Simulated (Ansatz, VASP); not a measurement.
# BN: VASP beside Ansatz

Aim: how closely do two programs agree when they are given the same cell, functional and k mesh? The cell is taken from a series of runs on this material, whose earlier steps may have relaxed, scaled, displaced or heated it; both programs get it as it stands.

Calculated with Ansatz 0.2.0; plane waves, with VASP 6.6.1 beside it; single point at HSE06.

## 1. The structure

Symmetry: F-43m, No. 216, cubic system. The conventional cell has a = 3.556 Å, b = 3.556 Å, c = 3.556 Å, α = 90.00°, β = 90.00°, γ = 90.00°. Nearest to N lie 4 B at 1.54 Å. Nearest to B lie 4 N at 1.54 Å. Farther neighbours and most contacts between anions are not listed.

As a file:

```cif
data_structure
_symmetry_space_group_name_H-M 'P 1'
_symmetry_Int_Tables_number 1
_cell_length_a 2.5148
_cell_length_b 2.5148
_cell_length_c 2.5148
_cell_angle_alpha 60.000
_cell_angle_beta 60.000
_cell_angle_gamma 60.000
_cell_volume 11.25
loop_
_atom_site_label
_atom_site_type_symbol
_atom_site_fract_x
_atom_site_fract_y
_atom_site_fract_z
_atom_site_occupancy
N1 N 0.75000 0.75000 0.75000 1
B2 B 0.00000 0.00000 0.00000 1
```

## 2. Ansatz: single point, HSE06

Ansatz runs on its PAW soft_1 files.

A single point gives forces, pressure and levels at one fixed geometry, so differences don't come from the geometry; what else differs is listed under the comparison.

File input.yaml:

```yaml
crystal:
  lattice:
    - [0.0, 1.7782113615, 1.7782113615]
    - [1.7782113615, 0.0, 1.7782113615]
    - [1.7782113615, 1.7782113615, 0.0]
  atoms:
    - { symbol: "N", position: [0.75, 0.75, 0.75] }
    - { symbol: B, position: [0.0, 0.0, 0.0] }
kpoints:
  mp_grid: { grid: [9, 9, 9] }
scf:
  occupations: { method: fermi_dirac, width: 0.02 }
hamiltonian:
  xc: hse06
  pseudopotentials: { kind: paw, azcp: { folder: soft_1 } }
basis:
  ecutwfc: 600
output:
  forces: true
  stress: true
```

Launch:

```bash
$ ansatz run input.yaml --threads 8 --pin off --max-ram 18432MiB --backend cpu --events-out ev --progress --plain --runs-dir out
```

Numbers of over 12 decimals in the logs are rounded to 6 here.

The log of the run:

```text
Warning: output.stress: scf.convergence.dr2_threshold = 1e-7 eV (the SCF's general default) is looser than the 2e-10 eV advised for a printed stress (1e-10 eV for each atom of the cell: 2). What an SCF threshold leaves in a stress goes as its square root, and in the free energy as the threshold itself, and one threshold admits the most on a small cell: [figures from the program's tests cut] Set scf.convergence.dr2_threshold to 2e-10 eV or tighter. The threshold is an SCF's pass mark: one that does not reach it within its budget of iterations ends unconverged, or closes short of it on a stop that the run arms, and scf.convergence.dr2_threshold's page says what that costs each kind of run
Warning: output.stress: scf.exx.energy_threshold = 1e-6 eV is looser than the 2e-8 eV advised for a stress under a hybrid functional (1e-8 eV for each atom of the cell: 2). Every SCF of the exchange loop can meet its threshold on dr2 while the loop round them stops early: no threshold on dr2 bounds what that leaves in the stress. Set scf.exx.energy_threshold to 2e-8 eV or tighter. The threshold is the loop's pass mark: a loop that does not reach it within its budget of cycles ends unconverged, and scf.exx.energy_threshold's page has the law
Engine: ansatz 0.2.0, aarch64-unknown-linux-gnu
Pseudopotentials: kind: paw
Pseudopotential: N, paw, valence charge 5, recommended cutoff 420 eV (normal), soft_1/N.paw.azcp
Pseudopotential: B, paw, valence charge 3, recommended cutoff 420 eV (normal), soft_1/B.paw.azcp
Functional definition: HSE06
  parameter a = 0.25
  parameter omega = 0.11/bohr
  exchange = pbe_x - a*pbe_x_sr(omega) + a*exact_x_sr(omega)
  correlation = pbe_c
Crystal: 2 atoms, lattice volume = 11.246 Å³
Basis set: ecut = 600 eV, 339 PW (Γ), exchange–correlation on 48×48×48 points (8 copies of the dense FFT grid, shifted against one another)
Bands: 8, of which v1, the nominal top of the filled ones, is band 4 counted from 1 (3 counted from 0)
Symmetry: 24 space group operations
Space group: F-43m (ITA 216), of the structure as read, at distance tolerance 2.2e-5 Å
k-points: 35 of 729 (time reversal used)
Non-local potential: N, projectors of the file, l = 0: 2, l = 1: 2, l = 2: 1
Non-local potential: B, projectors of the file, l = 0: 2, l = 1: 2, l = 2: 1
PAW form: soft (Blöchl's): semilocal exchange-correlation on the pseudo side does not see the compensation charge
PAW frozen core: N, regenerated for the run's functional, and the local potential with it (the file was generated under x = pbe(κ = 0.804, μ = 0.219515), c = pbe(β = 0.066725))
PAW frozen core: B, regenerated for the run's functional, and the local potential with it (the file was generated under x = pbe(κ = 0.804, μ = 0.219515), c = pbe(β = 0.066725))
PAW one-centre angular grid: N, 110 points (default); XC on 64 Gauss nodes
PAW one-centre angular grid: B, 110 points (default); XC on 64 Gauss nodes
Initial density: superposition of atomic densities (chi_scale 0.1, normalization cell, long waves kept (reshape's long-wave potential 0.00 eV rms))
Initial wavefunctions: pseudopotential atomic-orbital guess
Functional: x = pbe(κ = 0.804, μ = 0.219515), c = pbe(β = 0.066725), warm-up for x = pbe(κ = 0.804, μ = 0.219515) + 0.25 (exact − pbe) at short range (hse, ω = 0.207870 Å⁻¹), c = pbe(β = 0.066725); HSE06 as pw.x's `hse` composes it (authors' and Libxc's form: `xc: wpbeh`)
SCF iter   1: F=—  HF=-542.966207 eV  |F-HF|=—  |Δ(HF+E_count)|=         —  Δρ=1.56e-1  dr2=2.18e0  ethr=1.00e-1  ⟨swp⟩=3.8  Hψ=902  notcnv=0
preconditioner: auto → none  [insulator: Δε(μ)=6.023 eV  Ē_g=21.061 eV  σ=0.020 eV  W_gap=1.00  n_scr=0 (ndim 8)  ℏωp=31.3 eV  f_vac=0.000  D(μ)=0.00/eV (n_scr^D=0)]
SCF iter   2: F=—  HF=-542.289466 eV  |F-HF|=—  |Δ(HF+E_count)|=   6.77e-1  Δρ=6.44e-2  dr2=2.50e-1  ethr=2.72e-2  ⟨swp⟩=3.1  Hψ=618  notcnv=0
SCF iter   3: F=—  HF=-542.240468 eV  |F-HF|=—  |Δ(HF+E_count)|=   4.90e-2  Δρ=2.35e-2  dr2=3.53e-2  ethr=3.12e-3  ⟨swp⟩=2.7  Hψ=607  notcnv=0  defer=1
iter 4 solved again at ethr=4.87e-6 eV; its pass at ethr=4.42e-4 eV (dr2=3.89e-4 eV) is discarded
SCF iter   4: F=-542.238385 eV  HF=-542.238296 eV  |F-HF|=8.97e-5  |Δ(HF+E_count)|=   2.17e-3  Δρ=3.10e-3  dr2=3.77e-4  ethr=4.87e-6  ⟨swp⟩=3.2  Hψ=1314  notcnv=0  defer=1
SCF 1 stopped early in 4 iterations: F = -542.238385 eV  dr2 = 3.77e-4
  greatest PAW one-centre occupation: 0.794 electrons in one spin orbital (limit 2), on the N atom at site 0 (counted from 0), in its partial waves of l = 0
Initial density: handed on by an earlier stage of this run
Initial wavefunctions: those handed on with the density
Functional: x = pbe(κ = 0.804, μ = 0.219515) + 0.25 (exact − pbe) at short range (hse, ω = 0.207870 Å⁻¹), c = pbe(β = 0.066725); HSE06 as pw.x's `hse` composes it (authors' and Libxc's form: `xc: wpbeh`)
Exchange kernel: α = 0.2500, screened, ω = 0.2079 Å⁻¹, Wigner–Seitz truncation, v(0) = 1046.2591 eV·Å³, q-mesh 9×9×9, nearest image of the exchange supercell L = 22.63 Å, pair-density grid 12×12×12, without the augmentation charges, whose exchange is taken in its separable form by FFT convolution over the k-point mesh (sized by the pseudopotential files, 18×18×18 at the most), smooth part of the exact exchange by density-matrix convolution
Frozen-core exchange: fock
SCF iter   1: F=—  HF=-542.448087 eV  |F-HF|=—  |Δ(HF+E_count)|=         —  Δρ=1.19e-2  dr2=7.31e-3  ethr=4.72e-5  ⟨swp⟩=4.7  Hψ=1136  notcnv=0
preconditioner: auto → none  [insulator: Δε(μ)=5.983 eV  Ē_g=23.408 eV  σ=0.020 eV  W_gap=1.00  n_scr=0 (ndim 8)  ℏωp=31.3 eV  f_vac=0.000  D(μ)=0.00/eV (n_scr^D=0)]
SCF iter   2: F=—  HF=-542.445526 eV  |F-HF|=—  |Δ(HF+E_count)|=   2.56e-3  Δρ=5.68e-3  dr2=1.32e-3  ethr=4.72e-5  ⟨swp⟩=2.9  Hψ=645  notcnv=0
SCF iter   3: F=—  HF=-542.447086 eV  |F-HF|=—  |Δ(HF+E_count)|=   1.56e-3  Δρ=1.17e-3  dr2=8.21e-5  ethr=1.47e-5  ⟨swp⟩=2.9  Hψ=588  notcnv=0
SCF iter   4: F=—  HF=-542.447059 eV  |F-HF|=—  |Δ(HF+E_count)|=   2.71e-5  Δρ=1.12e-4  dr2=2.09e-6  ethr=9.26e-7  ⟨swp⟩=2.2  Hψ=450  notcnv=0
SCF iter   5: F=-542.447069 eV  HF=-542.447069 eV  |F-HF|=1.69e-7  |Δ(HF+E_count)|=   1.02e-5  Δρ=6.88e-5  dr2=3.67e-7  ethr=1.14e-8  ⟨swp⟩=3.4  Hψ=639  notcnv=0
SCF 2 stopped early in 5 iterations: F = -542.447069 eV  dr2 = 3.67e-7
  greatest PAW one-centre occupation: 0.797 electrons in one spin orbital (limit 2), on the N atom at site 0 (counted from 0), in its partial waves of l = 0
hybrid outer 1: dexx = +2.009e-3 eV, tail = 3.06e-6 eV
Exchange kernel: α = 0.2500, screened, ω = 0.2079 Å⁻¹, Wigner–Seitz truncation, v(0) = 1046.2591 eV·Å³, q-mesh 9×9×9, nearest image of the exchange supercell L = 22.63 Å, pair-density grid 12×12×12, without the augmentation charges, whose exchange is taken in its separable form by FFT convolution over the k-point mesh (sized by the pseudopotential files, 18×18×18 at the most), smooth part of the exact exchange by density-matrix convolution
Frozen-core exchange: fock
SCF iter   1: F=—  HF=-542.447049 eV  |F-HF|=—  |Δ(HF+E_count)|=         —  Δρ=2.47e-5  dr2=1.39e-8  ethr=1.92e-7  ⟨swp⟩=3.7  Hψ=746  notcnv=0
preconditioner: auto → none  [insulator: Δε(μ)=6.024 eV  Ē_g=23.401 eV  σ=0.020 eV  W_gap=1.00  n_scr=0 (ndim 8)  ℏωp=31.3 eV  f_vac=0.000  D(μ)=0.00/eV (n_scr^D=0)]
SCF iter   2: F=-542.447049 eV  HF=-542.447049 eV  |F-HF|=3.54e-9  |Δ(HF+E_count)|=   1.28e-8  Δρ=1.26e-5  dr2=5.01e-9  ethr=1.49e-10  ⟨swp⟩=3.5  Hψ=565  notcnv=0
SCF 3 converged in 2 iterations: F = -542.447049 eV  dr2 = 5.01e-9
  Residual-converged pass: ⟨swp⟩=2.9  Hψ=470  notcnv=0  max |occ|·‖R‖ = 2.4e-6 eV (tolerance 2.4e-6 eV)  dr2=5.02e-9  dr2_onsite=5.25e-10  max |Δocc| = 0.0e0
hybrid outer 2: dexx = +2.620e-8 eV, tail = 1.15e-8 eV, Δε = 2.38e-3 eV (about 1.67e-4 eV left of the loop's levels)
hybrid SCF converged: 2 outer / 7 inner (+4 warm-up), last move |dexx| = 2.62e-8 eV, tail = 1.15e-8 eV
Stability not checked: this state was not tested for a lower state beside it, because the functional holds exact exchange (a hybrid, or Hartree-Fock), whose exchange loop this test does not read (fock_operator; see scf.lower_state_search)
Free energy (F): -542.447049 eV
Frozen-core exchange: fock
Harris-Foulkes:  -542.447049 eV  (|F-HF|=3.54e-9)
Internal energy: -542.447049 eV  (E = F + TS)
E sigma→0 (E₀):  -542.447049 eV
Fermi energy:    14.104139 eV
--- Per-component energies (eV) ---
  E_band       = 17.925600
  E_kinetic    = 186.564344
  E_local      = -152.935967  (includes V_loc(G=0)·N_el)
  E_nonlocal   = 41.562258
  E_hartree    = 47.746277
  E_xc         = -76.051398
  E_vxc        = -93.167203  (∫ρ·V_xc dr)
  E_exx        = -19.802567  (= α·E_x^exact, valence–valence)
  E_paw        = -205.207776  (= ΣΔE_a)
  E_vpaw       = -19.985077  (= ΣTr[D̂ρ^β])
  E_aug_tail   = 0.000030  (compensation charges beyond the density's cutoff)
  E_ewald      = -364.287547
  E_core_change = -0.034703  (= ΣΔE_core)
  E_smearing   = -0.000000  (= −TS)
  E_closure    = -0.000000  (closes the sum)
  Σ components = -542.447049   (vs F -542.447049, Δ=-1.14e-13)
--- Forces (eV/Å), atoms counted from 1 ---
  atom   1  N      0.00000000    -0.00000000    -0.00000000
  atom   2  B     -0.00000000     0.00000000     0.00000000
  max |Σ_I F_I| component: 4.81e-16 eV/Å
--- Stress (GPa, compression-positive) ---
       14.127815       0.000000      -0.000000
        0.000000      14.127815       0.000000
       -0.000000       0.000000      14.127815
  P = ⅓ Tr σ = 14.1278 GPa (141.278 kbar)
--- Band table (eV; the first three rows and the last of 35) ---
  k-point 0: bands = ["-11.5915", "11.0992", "11.0992", "11.0992", "21.9175", "21.9175"]
  k-point 1: bands = ["-11.2556", "9.3973", "10.7536", "10.7536", "22.3207", "22.4426"]
  k-point 2: bands = ["-10.2704", "5.8777", "10.0137", "10.0137", "22.8637", "23.4209"]
  k-point 34: bands = ["-5.1339", "2.0815", "3.3565", "4.5963", "22.3244", "26.2478"]
  guard bands above this table: 2 of the run's 8 bands. The solve was not asked for them (output.publish_guard_bands: true or output.eigenvalues: true publishes all)
```

Reading the cycles: dr2 is the Hartree energy of the density residual (eV), the measure of convergence; HF is the Harris–Foulkes estimate of the energy, which meets the free energy F at convergence.

The run ends at a pressure of 14.13 GPa.

## 3. VASP: single point, HSE06

The same cell, functional, mesh and smearing now go to VASP, with its own data sets.

Lines of VASP's logs that name or quote its potential files are left out, and so is its time.

The run reads the wave functions of an earlier VASP run, which isn't shown here.

File INCAR:

```
SYSTEM = BN
PREC = Accurate
ENCUT = 520
EDIFF = 1E-06
NELM = 100
ISMEAR = -1
SIGMA = 0.02
LREAL = .FALSE.
ALGO = Normal
LHFCALC = .TRUE.
AEXX = 0.25
GGA = PE
HFSCREEN = 0.208
LASPH = .TRUE.
NBANDS = 10
PRECFOCK = Fast
LORBIT = 11
LWAVE = .FALSE.
LCHARG = .FALSE.
KPAR = 8
ISIF = 2
```

File POSCAR:

```
BN
1.0
    0.0000000000      1.7782113615      1.7782113615
    1.7782113615      0.0000000000      1.7782113615
    1.7782113615      1.7782113615      0.0000000000
N B
1 1
Direct
    0.7500000000      0.7500000000      0.7500000000
    0.0000000000      0.0000000000      0.0000000000
```

File KPOINTS:

```
Automatic mesh
0
Gamma
9 9 9
0 0 0
```

Potentials, in the order of the species: N and B (PBE family, release 64).

Launch:

```bash
$ mpirun -np 8 vasp_std
```

The log of the run:

```text
[banner, memory and clock lines left out]
running    8 mpi-ranks, on    1 nodes
 distrk:  each k-point on    1 cores,    8 groups
 distr:  one band on    1 cores,    1 groups

 POSCAR found type information on POSCAR N B
 POSCAR found :  2 types and       2 ions
|                                                                             |
|           W    W    AA    RRRRR   N    N  II  N    N   GGGG   !!!           |
|           W    W   A  A   R    R  NN   N  II  NN   N  G    G  !!!           |
|           W    W  A    A  R    R  N N  N  II  N N  N  G       !!!           |
|           W WW W  AAAAAA  RRRRR   N  N N  II  N  N N  G  GGG   !            |
|           WW  WW  A    A  R   R   N   NN  II  N   NN  G    G                |
|           W    W  A    A  R    R  N    N  II  N    N   GGGG   !!!           |
|                                                                             |
|     For optimal performance we recommend to set                             |
|       NCORE = 2 up to number-of-cores-per-socket                            |
|     NCORE specifies how many cores store one orbital (NPAR=cpu/NCORE).      |
|     This setting can greatly improve the performance of VASP for DFT.       |
|     The default, NCORE=1 might be grossly inefficient on modern             |
|     multi-core architectures or massively parallel machines. Do your        |
|     Unfortunately you need to use the default for GW and RPA                |
|     calculations (for HF NCORE is supported but not extensively tested      |
|     yet).                                                                   |
|                                                                             |

 LDA part: xc-table for (Slater+PW92), standard interpolation
 found WAVECAR, reading the header
 POSCAR, INCAR and KPOINTS ok, starting setup
 FFT: planning ... GRIDC
 FFT: planning ... GRID_SOFT
 FFT: planning ... GRID
 reading WAVECAR
 the WAVECAR file was read successfully
 initial charge from wavefunction
 entering main loop
       N       E                     dE             d eps       ncg     rms          rms(c)
DAV:   1    -0.203094930305E+02   -0.20309E+02   -0.26251E-01   750   0.460E+00    0.468E-01
DAV:   2    -0.203101094325E+02   -0.61640E-03   -0.14399E-03   788   0.405E-01    0.294E-01
DAV:   3    -0.203096468289E+02    0.46260E-03   -0.36722E-04   766   0.140E-01    0.167E-01
DAV:   4    -0.203095261974E+02    0.12063E-03   -0.10403E-04   760   0.786E-02    0.925E-02
DAV:   5    -0.203094911390E+02    0.35058E-04   -0.22084E-05   762   0.412E-02    0.508E-02
DAV:   6    -0.203094808066E+02    0.10332E-04   -0.59661E-06   792   0.223E-02    0.278E-02
DAV:   7    -0.203094777160E+02    0.30905E-05   -0.15648E-06   752   0.119E-02    0.153E-02
DAV:   8    -0.203094768315E+02    0.88454E-06   -0.41277E-07   380   0.626E-03
   1 F= -.20309477E+02 E0= -.20309477E+02  d E =-.106169E-10
```

Parts of OUTCAR (step 3):

```text
ion  position               nearest neighbor table
   1  0.750  0.750  0.750-   2 1.54   2 1.54   2 1.54   2 1.54
   2  0.000  0.000  0.000-   1 1.54   1 1.54   1 1.54   1 1.54

  LATTYP: Found a face centered cubic cell.
 ALAT       =     3.5564227230

 Subroutine GETGRP returns: Found 24 space group operations
 (whereof 24 operations were pure point group operations)

The static configuration has the point symmetry T_d .

 Found     35 irreducible k-points:

   k-points           NKPTS =     35   k-points in BZ     NKDIM =    729   number of bands    NBANDS=     10

   dimension x,y,z NGX =    20 NGY =   20 NGZ =   20
   dimension x,y,z NGXF=    40 NGYF=   40 NGZF=   40

   ENCUT  =  520.0 eV  38.22 Ry    6.18 a.u.   4.68  4.68  4.68*2*pi/ulx,y,z

   NELECT =       8.0000    total number of electrons

 k-points in reciprocal lattice and weights: Automatic mesh
   0.00000000  0.00000000  0.00000000       0.001
   0.11111111  0.00000000  0.00000000       0.011
   0.22222222  0.00000000  0.00000000       0.011
   0.33333333  0.00000000  0.00000000       0.011
   0.44444444  0.00000000  0.00000000       0.011
   0.11111111  0.11111111  0.00000000       0.008
   0.22222222  0.11111111  0.00000000       0.033
   0.33333333  0.11111111  0.00000000       0.033
   0.44444444  0.11111111  0.00000000       0.033
[...]
-0.33333333  0.44444444  0.11111111       0.033
  -0.33333333  0.44444444  0.22222222       0.033

  exchange ACFDT corr.  =         0.00000000  see jH, gK, PRB 81, 115126

 average (electrostatic) potential at core
       1 -54.7510       2 -20.8493

 E-fermi :   7.5413

 k-point     1 :       0.0000    0.0000    0.0000
  band No.  band energies     occupation
      1     -15.5502      2.00000
      2       7.1497      2.00000
      3       7.1497      2.00000
      4       7.1497      2.00000
      5      17.9553      0.00000
      6      17.9553      0.00000
      7      17.9553      0.00000
      8      20.1316      0.00000
      9      34.8509      0.00000
    ...

 k-point     2 :       0.1111    0.0000    0.0000
  band No.  band energies     occupation
      1     -15.2145      2.00000
      2       5.4463      2.00000
      3       6.8038      2.00000
      4       6.8038      2.00000
      5      18.3649      0.00000
      6      18.4809      0.00000
      7      18.4809      0.00000
      8      21.1315      0.00000
      9      34.2447      0.00000
    ...

 k-point     3 :       0.2222    0.0000    0.0000
  band No.  band energies     occupation
      1     -14.2295      2.00000
      2       1.9238      2.00000
      3       6.0638      2.00000
      4       6.0638      2.00000
      5      18.9152      0.00000
      6      19.4595      0.00000
      7      19.4595      0.00000
      8      23.0700      0.00000
      9      33.0822      0.00000
    ...

  Total        1.0513892      1.0513892      1.0513892      0.0000000     -0.0000000     -0.0000000
  in kB      149.7938446    149.7938446    149.7938446      0.0000000     -0.0000000     -0.0000000
  external PRESSURE =     149.7938446 kB  Pullay stress =       0.0000000 kB

  energy-cutoff  :      520.00
  volume of cell :       11.25
      direct lattice vectors                 reciprocal lattice vectors
     0.000000000  1.778211361  1.778211361    -0.281181422  0.281181422  0.281181422
     1.778211361  0.000000000  1.778211361     0.281181422 -0.281181422  0.281181422
     1.778211361  1.778211361  0.000000000     0.281181422  0.281181422 -0.281181422

 POSITION                                       TOTAL-FORCE (eV/Angst)
 -----------------------------------------------------------------------------------
      2.66732      2.66732      2.66732         0.000000      0.000000      0.000000
      0.00000      0.00000      0.00000        -0.000000     -0.000000     -0.000000
 -----------------------------------------------------------------------------------
    total drift:                               -0.000001      0.000000     -0.000000

  FREE ENERGIE OF THE ION-ELECTRON SYSTEM (eV)
  ---------------------------------------------------
  free  energy   TOTEN  =       -20.3094768315 eV

  energy  without entropy=      -20.3094768315  energy(sigma->0) =      -20.30947683

 total charge
# of ion       s       p       d       tot
------------------------------------------
    1        1.224   2.822   0.000   4.046
    2        0.698   1.417   0.000   2.116
--------------------------------------------------
tot          1.922   4.239   0.000   6.162

[... 3 further parts left out ...]
```

The run ends at a pressure of 14.98 GPa.

## 4. Side by side

Known differences besides the potentials themselves: exact exchange at q = 0 is treated differently, which shows on coarse meshes; VASP keeps PBE cores, Ansatz makes them for the functional; the cutoff is 600 eV in Ansatz and 520 eV in VASP; VASP takes a coarser grid for exact exchange (PRECFOCK = Fast). Total energies have different zeros and are not compared.

Compared:

```csv
quantity,Ansatz,VASP,difference
pressure (GPa),14.13,14.98,-0.85
gap on the k mesh (eV),6.024,6.012,+0.012
```

A gap on the mesh is an upper bound, since the band edges may lie between its points.

## 5. Results

```
difference in gap on the k mesh (single point, HSE06) : 0.012 eV
difference in pressure (single point, HSE06)          : -0.85 GPa
```

What this shows: The difference in pressure is -0.85 GPa (single point, HSE06), within the 1 GPa picked in this series as the mark of a large difference. Such differences can come from data sets, numerical settings and the points named under the comparisons, not from the functional's error against experiment.

[Lines on the potential files, build, host, timing and source positions are cut from VASP's logs without a mark.]

[Logs are printed without paths, hosts, clocks, repeated set-up lines and the standing remarks that a program may print on its own settings, such as how far it seeks lower states.]

[Hosts, paths, dates, database ids (printed as entryN), source tags and the programs' standing remarks are cut or masked in the printed files.]
